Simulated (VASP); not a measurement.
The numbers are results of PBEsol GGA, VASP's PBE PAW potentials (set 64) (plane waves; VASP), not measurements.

Input for VASP

### KPOINTS
```
Regular mesh
0
G
12 12 12
```

**POSCAR**
```
PdB
1.0
  2.7442565837   0.0000000000   0.0000000000
  0.0000000000   2.7442565837   0.0000000000
  0.0000000000   0.0000000000   2.7442565837
Pd B
1 1
Cart
  0.0000000000   0.0000000000   0.0000000000
  1.3721282918   1.3721282918   1.3721282918
```

INCAR:
```
SYSTEM = PdB
PREC = Accurate
ENCUT = 520
EDIFF = 1E-6
NELM = 100
ALGO = Normal
LREAL = .FALSE.
LASPH = .TRUE.
ISMEAR = 1
SIGMA = 0.1
GGA = PS
LMAXMIX = 4
LWAVE = .FALSE.
LCHARG = .FALSE.
IBRION = 2
ISIF = 3
NSW = 60
EDIFFG = -0.01
```

POTCAR, in this order: Pd B (PBE.64 set). Program: vasp_std.

What VASP printed:

### OUTCAR
```
 ion  position               nearest neighbor table
   1  0.000  0.000  0.000-   2 2.38   2 2.38   2 2.38   2 2.38   2 2.38   2 2.38   2 2.38   2 2.38
  LATTYP: Found a simple cubic cell.
 ALAT       =     2.7442565837
 Subroutine PRICEL returns:
 Original cell was already a primitive cell.
 Subroutine GETGRP returns: Found 48 space group operations
The static configuration has the point symmetry O_h .
The dynamic configuration has the point symmetry O_h .
 Subroutine INISYM returns: Found 48 space group operations
 Subroutine IBZKPT returns following result:
 Found     84 irreducible k-points:

 Following reciprocal coordinates:
            Coordinates               Weight
  0.000000  0.000000  0.000000      1.000000
  0.083333  0.000000  0.000000      6.000000
  0.166667  0.000000  0.000000      6.000000
  0.250000  0.000000  0.000000      6.000000
  0.333333  0.000000  0.000000      6.000000
  0.416667  0.000000  0.000000      6.000000
  0.500000  0.000000  0.000000      3.000000
  0.083333  0.083333  0.000000     12.000000
  0.166667  0.083333  0.000000     24.000000
  0.250000  0.083333  0.000000     24.000000
  0.333333  0.083333  0.000000     24.000000
  0.416667  0.083333  0.000000     24.000000
  0.500000  0.083333  0.000000     12.000000
  0.166667  0.166667  0.000000     12.000000
  0.250000  0.166667  0.000000     24.000000
  0.333333  0.166667  0.000000     24.000000
  0.416667  0.166667  0.000000     24.000000
  0.500000  0.166667  0.000000     12.000000
  0.250000  0.250000  0.000000     12.000000
  0.333333  0.250000  0.000000     24.000000
  0.416667  0.250000  0.000000     24.000000
  0.500000  0.250000  0.000000     12.000000
  0.333333  0.333333  0.000000     12.000000
  0.416667  0.333333  0.000000     24.000000
  0.500000  0.333333  0.000000     12.000000
  0.416667  0.416667  0.000000     12.000000
  0.500000  0.416667  0.000000     12.000000
  0.500000  0.500000  0.000000      3.000000
  0.083333  0.083333  0.083333      8.000000
  0.166667  0.083333  0.083333     24.000000
  0.250000  0.083333  0.083333     24.000000
  0.333333  0.083333  0.083333     24.000000
  0.416667  0.083333  0.083333     24.000000
  0.500000  0.083333  0.083333     12.000000
  0.166667  0.166667  0.083333     24.000000
  0.250000  0.166667  0.083333     48.000000
  0.333333  0.166667  0.083333     48.000000
  0.416667  0.166667  0.083333     48.000000
  0.500000  0.166667  0.083333     24.000000
  0.250000  0.250000  0.083333     24.000000
   k-points           NKPTS =     84   k-points in BZ     NKDIM =     84   number of bands    NBANDS=     10
   number of dos      NEDOS =    301   number of ions     NIONS =      2
   total plane-waves  NPLWV =   8000
   dimension x,y,z NGX =    20 NGY =   20 NGZ =   20
   dimension x,y,z NGXF=    40 NGYF=   40 NGZF=   40
   ions per type =               1   1
   PREC   = accura    normal or accurate (medium, high low for compatibility)
   ISTART =      0    job   : 0-new  1-cont  2-samecut
   ICHARG =      2    charge: 1-file 2-atom 10-const
   ISPIN  =      1    spin polarized calculation?
   LNONCOLLINEAR =      F non collinear calculations
   LSORBIT =      F    spin-orbit coupling
   INIWAV =      1    electr: 0-lowe 1-rand  2-diag
   ENCUT  =  520.0 eV  38.22 Ry    6.18 a.u.   5.10  5.10  5.10*2*pi/ulx,y,z
   NELM   =    100;   NELMIN=  2; NELMDL= -5     # of ELM steps
   EDIFF  = 0.1E-05   stopping-criterion for ELM
   LREAL  =      F    real-space projection
   NLSPLINE    = F    spline interpolate recip. space projectors
   LMAXMIX     =    4 max onsite mixed and CHGCAR
   VOSKOWN=      0    Vosko Wilk Nusair interpolation
...
```

File OSZICAR:
```
       N       E                     dE             d eps       ncg     rms          rms(c)
DAV:   1     0.516306331910E+02    0.51631E+02   -0.61991E+03  1680   0.116E+03
DAV:   2    -0.118340206060E+02   -0.63465E+02   -0.60768E+02  1804   0.232E+02
DAV:   3    -0.130584920160E+02   -0.12245E+01   -0.12103E+01  1890   0.339E+01
DAV:   4    -0.130660826955E+02   -0.75907E-02   -0.75861E-02  1834   0.283E+00
DAV:   5    -0.130661670572E+02   -0.84362E-04   -0.84361E-04  1854   0.308E-01    0.152E+01
DAV:   6    -0.124200908052E+02    0.64608E+00   -0.11495E+01  1704   0.316E+01    0.811E+00
DAV:   7    -0.121160307178E+02    0.30406E+00   -0.14681E+00  1708   0.129E+01    0.479E+00
DAV:   8    -0.120983018774E+02    0.17729E-01   -0.55924E-02  1742   0.196E+00    0.754E-01
DAV:   9    -0.120937359451E+02    0.45659E-02   -0.14846E-02  1730   0.121E+00    0.167E-01
DAV:  10    -0.120934640715E+02    0.27187E-03   -0.15718E-03  1762   0.308E-01    0.451E-02
DAV:  11    -0.120934673503E+02   -0.32789E-05   -0.31267E-05  1802   0.643E-02    0.105E-02
DAV:  12    -0.120934668574E+02    0.49297E-06   -0.71751E-07   954   0.893E-03
   1 F= -.12093467E+02 E0= -.12093299E+02  d E =-.120935E+02
       N       E                     dE             d eps       ncg     rms          rms(c)
DAV:   1    -0.120940500220E+02   -0.58267E-03   -0.94894E-03  1726   0.120E+00    0.180E-01
DAV:   2    -0.120936153787E+02    0.43464E-03   -0.60377E-03  1704   0.792E-01    0.101E-01
DAV:   3    -0.120934540415E+02    0.16134E-03   -0.70964E-04  1692   0.266E-01    0.384E-02
DAV:   4    -0.120934431934E+02    0.10848E-04   -0.45394E-05  1736   0.516E-02    0.546E-03
DAV:   5    -0.120934426643E+02    0.52910E-06   -0.28759E-06  1658   0.138E-02
   2 F= -.12093443E+02 E0= -.12093274E+02  d E =0.241931E-04
       N       E                     dE             d eps       ncg     rms          rms(c)
DAV:   1    -0.120937542572E+02   -0.31106E-03   -0.45087E-03  1718   0.824E-01    0.123E-01
DAV:   2    -0.120935405058E+02    0.21375E-03   -0.27287E-03  1698   0.532E-01    0.665E-02
DAV:   3    -0.120934751085E+02    0.65397E-04   -0.30866E-04  1686   0.176E-01    0.244E-02
DAV:   4    -0.120934718981E+02    0.32104E-05   -0.16772E-05  1738   0.360E-02    0.407E-03
DAV:   5    -0.120934719654E+02   -0.67345E-07   -0.22237E-07   868   0.429E-03
   3 F= -.12093472E+02 E0= -.12093305E+02  d E =-.510805E-05
```

### OUTCAR
```
------------------------ aborting loop because EDIFF is reached ----------------------------------------
  FORCE on cell =-STRESS in cart. coord.  units (eV):
  Direction    XX          YY          ZZ          XY          YZ          ZX
  --------------------------------------------------------------------------------------
  Total        0.0006982      0.0006982      0.0006982     -0.0000000     -0.0000000      0.0000000
  in kB        0.0540965      0.0540965      0.0540965     -0.0000000     -0.0000000      0.0000000
  external PRESSURE =       0.0540965 kB  Pullay stress =       0.0000000 kB
  volume of cell :       20.68
      direct lattice vectors                 reciprocal lattice vectors
     2.744813161  0.000000000 -0.000000000     0.364323523 -0.000000000 -0.000000000
     0.000000000  2.744813161 -0.000000000    -0.000000000  0.364323523 -0.000000000
     0.000000000  0.000000000  2.744813161     0.000000000  0.000000000  0.364323523
 POSITION                                       TOTAL-FORCE (eV/Angst)
 -----------------------------------------------------------------------------------
      0.00000      0.00000      0.00000        -0.000000     -0.000000      0.000000
      1.37241      1.37241      1.37241         0.000000      0.000000      0.000000
 -----------------------------------------------------------------------------------
    total drift:                               -0.000000      0.000000      0.000000
  FREE ENERGIE OF THE ION-ELECTRON SYSTEM (eV)
  ---------------------------------------------------
  free  energy   TOTEN  =       -12.0934719654 eV

  energy  without entropy=      -12.0929719500  energy(sigma->0) =      -12.09330529

 reached required accuracy - stopping structural energy minimisation
```
(Selected blocks of OUTCAR.)

**CONTCAR**
```
PdB
   1.00000000000000
     2.7448131614567326    0.0000000000000000   -0.0000000000000000
     0.0000000000000000    2.7448131614567326   -0.0000000000000000
     0.0000000000000000    0.0000000000000000    2.7448131614567326
  Pd              B
     1     1
Direct
     0.0000000000000000    0.0000000000000000    0.0000000000000000
     0.5000000000000000    0.5000000000000000    0.5000000000000000
```

File OUTCAR:
```
 val. band max:       10.9399255470   @ k =   0.4167   0.2500   0.1667

 cond. band min:      11.0045343196   @ k =   0.4167   0.3333   0.1667


 Fermi energy:        10.9465281677

 k-point     1 :       0.0000    0.0000    0.0000
  band No.  band energies     occupation
      1      -1.7041      2.00000
      2       4.7519      2.00000
      3       4.7519      2.00000
      4       8.3920      2.00000
      5       8.3920      2.00000
      6       8.3920      2.00000
      7      13.0823      0.00000
      8      13.0823      0.00000
      9      13.0823      0.00000
     10      22.4849      0.00000

 k-point     2 :       0.0833    0.0000    0.0000
  band No.  band energies     occupation
      1      -1.5646      2.00000
      2       4.7874      2.00000
      3       4.8042      2.00000
      4       8.1808      2.00000
      5       8.1808      2.00000
      6       8.4034      2.00000
      7      12.6848     -0.00000
      8      13.3829      0.00000
      9      13.3829      0.00000
     10      22.6530      0.00000

 k-point     3 :       0.1667    0.0000    0.0000
  band No.  band energies     occupation
      1      -1.1553      2.00000
      2       4.8856      2.00000
      3       4.8995      2.00000
      4       7.6920      2.00000
      5       7.6920      2.00000
      6       8.4346      2.00000
      7      11.7855     -0.00000
      8      14.1365      0.00000
      9      14.1365      0.00000
     10      22.9057      0.00000

 k-point     4 :       0.2500    0.0000    0.0000
  band No.  band energies     occupation
      1      -0.5023      2.00000
      2       4.8471      2.00000
      3       5.0243      2.00000
      4       7.1514      2.00000
      5       7.1514      2.00000
      6       8.4776      2.00000
      7      10.9221      1.40076
      8      15.1031      0.00000
      9      15.1031      0.00000
     10      23.0686      0.00000

 k-point     5 :       0.3333    0.0000    0.0000
...
```

The structure was generated: PdB was put into the CsCl type type (Pm-3m), which need not be its known phase. This run relaxes it. Symmetry was kept, so distortions that lower it aren't found. The start is the result of an earlier pass. The electron count is odd and the run is not spin-polarised, which forces a metal.
